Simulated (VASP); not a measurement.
These are PBEsol GGA, VASP's PBE PAW potentials (set 64) (plane waves; VASP 6.6.1) values and carry that method's errors.

Input for VASP

**POSCAR**
```
As
1
    2.7856410000     0.0000000000     0.0000000000
    0.0000000000     2.7856410000     0.0000000000
    0.0000000000     0.0000000000     2.7856410000
As
1
Direct
  0.0000000000   0.0000000000   0.0000000000
```

### KPOINTS
```
Automatic mesh
0
Gamma
9 9 9
0 0 0
```

**INCAR**
```
SYSTEM = As
PREC = Accurate
ENCUT = 400
EDIFF = 1E-6
NELM = 100
ALGO = Normal
LREAL = .FALSE.
LASPH = .TRUE.
ISMEAR = 0
SIGMA = 0.05
GGA = PS
LMAXMIX = 4
LWAVE = .FALSE.
LCHARG = .FALSE.
IBRION = 2
ISIF = 3
NSW = 60
EDIFFG = -0.01
```

POTCAR, in this order: As (PBE.64 set). Program: vasp_std.

Output

**OSZICAR**
```
       N       E                     dE             d eps       ncg     rms          rms(c)
DAV:   1     0.173032485038E+01    0.17303E+01   -0.18244E+03   426   0.501E+02
DAV:   2    -0.487909826658E+01   -0.66094E+01   -0.63068E+01   558   0.605E+01
DAV:   3    -0.498168109091E+01   -0.10258E+00   -0.10254E+00   510   0.775E+00
DAV:   4    -0.498183967831E+01   -0.15859E-03   -0.15859E-03   630   0.315E-01
DAV:   5    -0.498183972785E+01   -0.49534E-07   -0.49458E-07   516   0.396E-03    0.184E+00
DAV:   6    -0.498071269839E+01    0.11270E-02   -0.10082E-03   492   0.229E-01    0.108E+00
DAV:   7    -0.498016759354E+01    0.54510E-03   -0.20674E-03   462   0.330E-01    0.562E-02
DAV:   8    -0.498016835736E+01   -0.76382E-06   -0.63858E-05   498   0.645E-02    0.464E-03
DAV:   9    -0.498016885744E+01   -0.50008E-06   -0.63434E-07   564   0.716E-03
   1 F= -.49801689E+01 E0= -.49796287E+01  d E =-.498017E+01
       N       E                     dE             d eps       ncg     rms          rms(c)
DAV:   1    -0.518304940362E+01   -0.20288E+00   -0.47944E+00   438   0.144E+01    0.199E+00
DAV:   2    -0.507762474931E+01    0.10542E+00   -0.74175E-02   474   0.218E+00    0.102E+00
DAV:   3    -0.503007777772E+01    0.47547E-01   -0.10721E-01   432   0.199E+00    0.323E-01
DAV:   4    -0.503005210914E+01    0.25669E-04   -0.38876E-04   474   0.217E-01    0.694E-02
DAV:   5    -0.503002368131E+01    0.28428E-04   -0.66414E-05   468   0.537E-02    0.494E-03
DAV:   6    -0.503002270919E+01    0.97212E-06   -0.56173E-07   390   0.103E-02
   2 F= -.50300227E+01 E0= -.50297001E+01  d E =-.498539E-01
       N       E                     dE             d eps       ncg     rms          rms(c)
DAV:   1    -0.504437360608E+01   -0.14350E-01   -0.25085E-01   426   0.311E+00    0.437E-01
DAV:   2    -0.503885758258E+01    0.55160E-02   -0.42201E-03   462   0.542E-01    0.239E-01
DAV:   3    -0.503639199183E+01    0.24656E-02   -0.57305E-03   432   0.459E-01    0.502E-02
DAV:   4    -0.503639201757E+01   -0.25740E-07   -0.14768E-05   504   0.467E-02    0.422E-02
DAV:   5    -0.503639067365E+01    0.13439E-05   -0.30269E-06   462   0.164E-02    0.224E-03
DAV:   6    -0.503639072802E+01   -0.54362E-07   -0.10612E-07   234   0.250E-03
   3 F= -.50363907E+01 E0= -.50360390E+01  d E =-.562219E-01
```

**OUTCAR**
```
------------------------ aborting loop because EDIFF is reached ----------------------------------------
  FORCE on cell =-STRESS in cart. coord.  units (eV):
  Direction    XX          YY          ZZ          XY          YZ          ZX
  --------------------------------------------------------------------------------------
  Total       -0.0037668     -0.0037668     -0.0037668      0.0000000      0.0000000     -0.0000000
  in kB       -0.3113712     -0.3113712     -0.3113712      0.0000000      0.0000000     -0.0000000
  external PRESSURE =      -0.3113712 kB  Pullay stress =       0.0000000 kB
  volume of cell :       19.38
      direct lattice vectors                 reciprocal lattice vectors
     2.686176124 -0.000000000  0.000000000     0.372276408  0.000000000  0.000000000
    -0.000000000  2.686176124 -0.000000000     0.000000000  0.372276408  0.000000000
    -0.000000000  0.000000000  2.686176124    -0.000000000  0.000000000  0.372276408
 POSITION                                       TOTAL-FORCE (eV/Angst)
 -----------------------------------------------------------------------------------
      0.00000      0.00000      0.00000         0.000000      0.000000      0.000000
 -----------------------------------------------------------------------------------
    total drift:                                0.000000     -0.000000     -0.000000
  FREE ENERGIE OF THE ION-ELECTRON SYSTEM (eV)
  ---------------------------------------------------
  free  energy   TOTEN  =        -5.0363907280 eV

  energy  without entropy=       -5.0356871811  energy(sigma->0) =       -5.03603895

 reached required accuracy - stopping structural energy minimisation
```
(Selected blocks of OUTCAR.)

**CONTCAR**
```
As
   1.00000000000000
     2.6861761242878512   -0.0000000000000000    0.0000000000000000
    -0.0000000000000000    2.6861761242878512   -0.0000000000000000
    -0.0000000000000000    0.0000000000000000    2.6861761242878512
  As
     1
Direct
     0.0000000000000000    0.0000000000000000    0.0000000000000000
```

Energy and stress use the plane-wave basis of the starting cell.

The structure was generated: As was put into the simple-cubic type (Pm-3m), which need not be its known phase. This run relaxes it. Symmetry was kept, so distortions that lower it aren't found.
